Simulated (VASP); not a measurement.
BeTe (zinc blende): the lattice constant a from VASP (plane waves, PAW) at several levels of theory. Static lattice. The measured value holds thermal and zero-point effects that the static calculation lacks.

```json
[
 {"level": "LDA", "lattice constant a (Å)": "5.562", "error against measurement": "-1.1 %"},
 {"level": "PBE", "lattice constant a (Å)": "5.668", "error against measurement": "+0.8 %"},
 {"level": "PBEsol", "lattice constant a (Å)": "5.612", "error against measurement": "-0.2 %"},
 {"level": "RPBE", "lattice constant a (Å)": "5.720", "error against measurement": "+1.7 %"},
 {"level": "AM05", "lattice constant a (Å)": "5.623", "error against measurement": "-0.0 %"},
 {"level": "PBE-D3(BJ)", "lattice constant a (Å)": "5.586", "error against measurement": "-0.7 %"},
 {"level": "PBE-D4", "lattice constant a (Å)": "5.597", "error against measurement": "-0.5 %"},
 {"level": "optB88-vdW", "lattice constant a (Å)": "5.671", "error against measurement": "+0.8 %"},
 {"level": "rev-vdW-DF2", "lattice constant a (Å)": "5.648", "error against measurement": "+0.4 %"},
 {"level": "revTPSS", "lattice constant a (Å)": "5.647", "error against measurement": "+0.4 %"},
 {"level": "SCAN", "lattice constant a (Å)": "5.642", "error against measurement": "+0.3 %"},
 {"level": "r2SCAN", "lattice constant a (Å)": "5.663", "error against measurement": "+0.7 %"},
 {"level": "r2SCAN+rVV10", "lattice constant a (Å)": "5.647", "error against measurement": "+0.4 %"},
 {"level": "HSEsol", "lattice constant a (Å)": "5.594", "error against measurement": "-0.6 %"}
]
```

Measured: 5.626 Å (as given by Fabio Bernardini et al., Physical review. B, Condensed matter (2000), arXiv:cond-mat/0007180).

The cell of the LDA run:

```yaml
crystal:
  lattice:
    - [0.00000, 2.78127, 2.78127]
    - [2.78127, 0.00000, 2.78127]
    - [2.78127, 2.78127, 0.00000]
  atoms:
    - { symbol: Be, position: [0.00000, 0.00000, 0.00000] }
    - { symbol: Te, position: [0.25000, 0.25000, 0.25000] }
```

Only levels that ran to the end are used. Left out are those held back, those with too coarse a band path, GW runs whose mesh misses a band edge, hybrids' fits of cells that aren't cubic and levels without matching references; a question may draw on a part of the rest.

The compound is BeTe in the zinc blende structure.
